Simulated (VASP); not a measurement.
# KScS2 (P4/mmm) in VASP: a series of runs, part 2 of 2

VASP 6.6.1.

## (4) Single point, r2SCAN

This run uses another cell than the first one, of 22.25 Å³/atom, 0.989 times its volume.

Input file POSCAR:

```
KScS2
1.0
    4.0352598669      0.0000000000      0.0000000000
    0.0000000000      4.0352598669      0.0000000000
    0.0000000000      0.0000000000      5.4654930334
K S Sc
1 2 1
Direct
    0.0000000000      0.0000000000      0.0000000000
    0.0000000000      0.0000000000      0.5000000000
    0.5000000000      0.5000000000      0.0000000000
    0.5000000000      0.5000000000      0.5000000000
```

Input file INCAR.step1:

```
SYSTEM = KScS2
PREC = Accurate
ENCUT = 520
ISMEAR = -1
SIGMA = 0.02
LREAL = .FALSE.
LASPH = .TRUE.
NELM = 100
NBANDS = 24
GGA = PE
ALGO = Normal
EDIFF = 1E-4
LWAVE = .TRUE.
LCHARG = .FALSE.
```

Input file INCAR.step2:

```
SYSTEM = KScS2
PREC = Accurate
ENCUT = 520
EDIFF = 1E-6
ISMEAR = -1
SIGMA = 0.02
LREAL = .FALSE.
LASPH = .TRUE.
NELM = 100
ALGO = Normal
ISIF = 2
LWAVE = .FALSE.
LCHARG = .TRUE.
METAGGA = R2SCAN
LMIXTAU = .TRUE.
LELF = .TRUE.
LVHAR = .TRUE.
NBANDS = 24
ISTART = 1
```

Input file KPOINTS:

```
Automatic mesh
0
G
  6 6 4
  0 0 0
```

Potentials or basis: VASP PAW PBE potentials, release 64 (K_sv, S, Sc_sv).

Run with:

```sh
cat potpaw_PBE.64/K_sv/POTCAR potpaw_PBE.64/S/POTCAR potpaw_PBE.64/Sc_sv/POTCAR > POTCAR
cp INCAR.step1 INCAR
mpirun -np 1 vasp_std > vasp.out
cp INCAR.step2 INCAR
mpirun -np 1 vasp_std > vasp.out
```

OUTCAR:

```text
SYSTEM = KScS2
   PREC = Accurate
   ENCUT = 520
   EDIFF = 1E-6
   ISMEAR = -1
   LREAL = .FALSE.
   LASPH = .TRUE.
   NELM = 100
   ISIF = 2
   METAGGA = R2SCAN
   ISTART = 1

 ion  position               nearest neighbor table
   1  0.000  0.000  0.000-   2 2.73   2 2.73   3 2.85   3 2.85   3 2.85   3 2.85
   2  0.000  0.000  0.500-   1 2.73   1 2.73   4 2.85   4 2.85   4 2.85   4 2.85
   3  0.500  0.500  0.000-   4 2.73   4 2.73   1 2.85   1 2.85   1 2.85   1 2.85
   4  0.500  0.500  0.500-   3 2.73   3 2.73   2 2.85   2 2.85   2 2.85   2 2.85

  LATTYP: Found a simple tetragonal cell.
 ALAT       =     4.0352598669
 C/A-ratio  =     1.3544339680

  Lattice vectors:

 A1 = (   4.0352598669,   0.0000000000,   0.0000000000)
 A2 = (   0.0000000000,   4.0352598669,   0.0000000000)
 A3 = (   0.0000000000,   0.0000000000,   5.4654930334)

Analysis of symmetry for initial positions (statically):
=====================================================================
 Subroutine PRICEL returns:
 Original cell was already a primitive cell.

 Routine SETGRP: Setting up the symmetry group for a
 simple tetragonal supercell.

 Subroutine GETGRP returns: Found 16 space group operations
 (whereof 16 operations were pure point group operations)
 out of a pool of 16 trial point group operations.

The static configuration has the point symmetry D_4h.

Analysis of symmetry for dynamics (positions and initial velocities):
=====================================================================
 Subroutine PRICEL returns:
 Original cell was already a primitive cell.

 Routine SETGRP: Setting up the symmetry group for a
 simple tetragonal supercell.

 Subroutine GETGRP returns: Found 16 space group operations
 (whereof 16 operations were pure point group operations)
 out of a pool of 16 trial point group operations.

The dynamic configuration has the point symmetry D_4h.

 Subroutine INISYM returns: Found 16 space group operations
 (whereof 16 operations are pure point group operations),
 and found     1 'primitive' translations

----------------------------------------------------------------------------------------

                                     Primitive cell

  volume of cell :      88.9964

  direct lattice vectors                    reciprocal lattice vectors
     4.035259867  0.000000000  0.000000000     0.247815514  0.000000000  0.000000000
     0.000000000  4.035259867  0.000000000     0.000000000  0.247815514  0.000000000
     0.000000000  0.000000000  5.465493033     0.000000000  0.000000000  0.182966110

  length of vectors
     4.035259867  4.035259867  5.465493033     0.247815514  0.247815514  0.182966110

  position of ions in fractional coordinates (direct lattice)
     0.000000000  0.000000000  0.000000000
     0.000000000  0.000000000  0.500000000
     0.500000000  0.500000000  0.000000000
     0.500000000  0.500000000  0.500000000

  ion indices of the primitive-cell ions
   primitive index   ion index
                 1           1
                 2           2
                 3           3
                 4           4

----------------------------------------------------------------------------------------

 KPOINTS: Automatic mesh

Automatic generation of k-mesh.
 Grid dimensions read from file:
 generate k-points for:    6    6    4

 Generating k-lattice:

  Cartesian coordinates                     Fractional coordinates (reciprocal lattice)
     0.041302586  0.000000000  0.000000000     0.166666667  0.000000000  0.000000000
     0.000000000  0.041302586  0.000000000     0.000000000  0.166666667  0.000000000
     0.000000000  0.000000000  0.045741528     0.000000000  0.000000000  0.250000000

  Length of vectors
     0.041302586  0.041302586  0.045741528

  Shift w.r.t. Gamma in fractional coordinates (k-lattice)
     0.000000000  0.000000000  0.000000000

 Subroutine IBZKPT returns following result:
 ===========================================

 Found     30 irreducible k-points:

 Following reciprocal coordinates:
            Coordinates               Weight
  0.000000  0.000000  0.000000      1.000000
  0.166667  0.000000  0.000000      4.000000
  0.333333  0.000000  0.000000      4.000000
  0.500000  0.000000  0.000000      2.000000
  0.166667  0.166667  0.000000      4.000000
  0.333333  0.166667  0.000000      8.000000
[... 16 lines left out ...]
  0.333333  0.000000  0.500000      4.000000
  0.500000  0.000000  0.500000      2.000000
 [... further k-points ...]
   k-points           NKPTS =     30   k-points in BZ     NKDIM =     30   number of bands    NBANDS=     24
   number of dos      NEDOS =    301   number of ions     NIONS =      4
   total plane-waves  NPLWV =  37800
   dimension x,y,z NGX =    30 NGY =   30 NGZ =   42
   dimension x,y,z NGXF=    60 NGYF=   60 NGZF=   84
   ions per type =               1   2   1
   NGX,Y,Z   is equivalent  to a cutoff of  12.36, 12.36, 12.78 a.u.
   NGXF,Y,Z  is equivalent  to a cutoff of  24.72, 24.72, 25.55 a.u.
 SYSTEM =  KScS2
   PREC   = accura    normal or accurate (medium, high low for compatibility)
   ISTART =      1    job   : 0-new  1-cont  2-samecut
   ICHARG =      0    charge: 1-file 2-atom 10-const
   ISPIN  =      1    spin polarized calculation?
   LNONCOLLINEAR =      F non collinear calculations
   LSORBIT =      F    spin-orbit coupling
   LASPH  =      T    aspherical Exc in radial PAW
   ENCUT  =  520.0 eV  38.22 Ry    6.18 a.u.   7.50  7.50 10.16*2*pi/ulx,y,z
   NELM   =    100;   NELMIN=  2; NELMDL=  0     # of ELM steps
   EDIFF  = 0.1E-05   stopping-criterion for ELM
   LREAL  =      F    real-space projection
   EDIFFG = 0.1E-04   stopping-criterion for IOM
   NSW    =      0    number of steps for IOM
   IBRION =     -1    ionic relax: 0-MD 1-quasi-New 2-CG
   NFREE  =      0    steps in history (QN), initial steepest desc. (CG)
   ISIF   =      2    stress and relaxation
   ISYM   =      2    0-nonsym 1-usesym 2-fastsym
   POTIM  = 0.5000    time-step for ionic-motion
   TEBEG  =    0.0;   TEEND  =   0.0 temperature during run
   PSTRESS=    0.0 pullay stress
   NELECT =      32.0000    total number of electrons
   NUPDOWN=      -1.0000    fix difference up-down
   EMIN   =  10.00;   EMAX   =-10.00  energy-range for DOS
   EFERMI =   0.00;   METHOD = LEGACY
   ISMEAR =    -1;   SIGMA  =   0.02  broadening in eV -4-tet -1-fermi 0-gaus
   EFERMI_NEDOS =   21; number of points for ismear=-14 and -15
   IALGO  =     38    algorithm
   IMIX   =      4    mixing-type and parameters
     AMIX     =   0.40;   BMIX     =  1.00
     AMIX_MAG =   1.60;   BMIX_MAG =  1.00
  volume/ion in A,a.u.               =      22.25       150.14
  Fermi-wavevector in a.u.,A,eV,Ry     =   1.164128  2.199883 18.438531  1.355194
  Thomas-Fermi vector in A             =   2.300670
   LORBIT       =      0    0 simple, 1 ext, 2 COOP (PROOUT), +10 PAW based schemes
   METAGGA = R2SCAN    functional components
   LHFCALC =     F    Hartree Fock is set to
   AEXX    =    0.0000 exact exchange contribution
   IVDW    =     0    specifies the selected vdW correction
   LEPSILON=     F    determine dielectric tensor
   LRPA    =     F    only Hartree local field effects (RPA)
 non-spin polarized calculation
  energy-cutoff  :      520.00
  volume of cell :       89.00
 maximum number of plane-waves:      2419
   NGX = 15   NGY = 15   NGZ = 21

 number of electron      32.0000002 magnetization

 Free energy of the ion-electron system (eV)
  ---------------------------------------------------
  ext. energy  EPLUGINS =         0.00000000
  ---------------------------------------------------
  free energy    TOTEN  =       -39.32458463 eV

  energy without entropy =      -39.32457364  energy(sigma->0) =      -39.32457913

 E-fermi :   2.8760     XC(G=0):  -9.9504

 val. band max:        2.7426788875   @ k =   0.0000   0.0000   0.0000
 cond. band min:       3.0024580220   @ k =   0.0000   0.0000   0.0000
 fundamental gap:      0.2597791344
 Fermi energy:         2.8759585490

 k-point     1 :       0.0000    0.0000    0.0000
  band No.  band energies     occupation
      1     -50.1118      2.00000
      2     -27.7358      2.00000
      3     -27.7358      2.00000
      4     -27.5578      2.00000
      5     -26.2566      2.00000
      6     -10.1214      2.00000
[... 637 lines left out ...]
     23       8.4897      0.00000
     24      10.1063      0.00000

 [... further k-points ...]

------------------------ aborting loop because EDIFF is reached ----------------------------------------

  FORCE on cell =-STRESS in cart. coord.  units (eV):
  Direction    XX          YY          ZZ          XY          YZ          ZX
  --------------------------------------------------------------------------------------
  -------------------------------------------------------------------------------------
  Total        0.0997517      0.0997517      0.1852838      0.0000000      0.0000000      0.0000000
  in kB        1.7958028      1.7958028      3.3356137      0.0000000      0.0000000      0.0000000
  external PRESSURE =       2.3090731 kB  Pullay stress =       0.0000000 kB

 VOLUME and BASIS-vectors are now :
 -----------------------------------------------------------------------------
  energy-cutoff  :      520.00
  volume of cell :       89.00
      direct lattice vectors                 reciprocal lattice vectors
     4.035259867  0.000000000  0.000000000     0.247815514  0.000000000  0.000000000
     0.000000000  4.035259867  0.000000000     0.000000000  0.247815514  0.000000000
     0.000000000  0.000000000  5.465493033     0.000000000  0.000000000  0.182966110

 POSITION                                       TOTAL-FORCE (eV/Angst)
 -----------------------------------------------------------------------------------
      0.00000      0.00000      0.00000         0.000000      0.000000      0.000000
      0.00000      0.00000      2.73275         0.000000      0.000000      0.000000
      2.01763      2.01763      0.00000         0.000000      0.000000      0.000000
      2.01763      2.01763      2.73275         0.000000      0.000000      0.000000
 -----------------------------------------------------------------------------------
    total drift:                                0.000000      0.000000      0.000000

  FREE ENERGIE OF THE ION-ELECTRON SYSTEM (eV)
  ---------------------------------------------------
  free  energy   TOTEN  =       -39.3245846251 eV

  energy  without entropy=      -39.3245736351  energy(sigma->0) =      -39.32457913
```

Run time: 1.9 min. Hardware: 1 thread of Intel Xeon 6975P-C (Granite Rapids), shared host; peak memory 0.23 GiB.

Results:

```
Free energy            : -39.3246 eV
Pressure               : 0.2 GPa
Band gap on the k mesh : 0.26 eV, direct
```

Stress tensor (GPa, compression positive):
```
0.18 0.00 0.00
0.00 0.18 0.00
0.00 0.00 0.33
```

Caveat: the PAW data sets were made with another functional, which shifts forces and pressure a little.

## (5) Overview

| task | level | cell | cutoff (eV) | gap on the mesh (eV) | pressure (GPa) |
| --- | --- | --- | --- | --- | --- |
| single point | PBE | P4/mmm, 22.49 Å³/atom | 520 | 0.06 | 0.2 |
| relaxation of cell and atoms | PBE | relaxed | 600 | 0.06 | 0.0 |
| single point | r2SCAN | P4/mmm, 22.25 Å³/atom | 520 | 0.26 | 0.2 |

Alike in all rows: potentials or basis VASP PAW PBE potentials, release 64 (K_sv, S, Sc_sv); no spin polarisation; k mesh 6 × 6 × 4; smearing fermi-dirac 0.02 eV.

Caveats: the PAW data sets were made with another functional, which shifts forces and pressure a little (some runs).

Absolute energies hang on the potentials; compare differences alone.
